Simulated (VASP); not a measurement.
K3Ge under changes of volume

One of the cells (40.861 Å³/atom); the others are scaled copies at fixed shape and fractional positions:

```xyz
4
Lattice="0.0000 4.3396 4.3396 4.3396 0.0000 4.3396 4.3396 4.3396 0.0000" Properties=species:S:1:pos:R:3 pbc="T T T"
Ge    0.0000    0.0000    0.0000
K     4.3396    4.3396    4.3396
K     6.5093    6.5093    6.5093
K     2.1698    2.1698    2.1698
```

The cell comes from a database or a generator and needn't be the stable form of this composition.

```yaml
Program: VASP 6.6.1
Functional: PBE
Potentials_or_basis: VASP PAW PBE potentials, release 64 (Ge_d, K_sv)
Cutoff: 520 eV
k_mesh: 6 × 6 × 6
Occupations: fermi-dirac, width 0.05 eV
Spin: no spin polarisation
```

| volume (Å³/atom) | energy over the lowest point (meV/atom) | pressure (GPa) |
| --- | --- | --- |
| 37.656 | 5.54 | 0.7 |
| 38.457 | ? | ? |
| 39.258 | 0.80 | 0.2 |
| 40.861 | 0.00 | -0.1 |
| 41.662 | 0.86 | -0.3 |
| 42.463 | 2.47 | -0.4 |

**Question.** What does the run at 38.457 Å³/atom give?

**Answer.** Energy over the lowest point 2.62 meV/atom; pressure 0.4 GPa.

Worked out: A Birch-Murnaghan fit of order 3 (a polynomial in V^(-2/3)) to the other rows has its minimum at 40.41 Å³/atom with B0 = V·E''(V) = 8.7 GPa and B' = 3.7. It gives 2.63 meV/atom at 38.457 Å³/atom, against the run's 2.62, and -dE/dV = 0.5 GPa, against 0.4.

Energies are extrapolated to zero smearing.
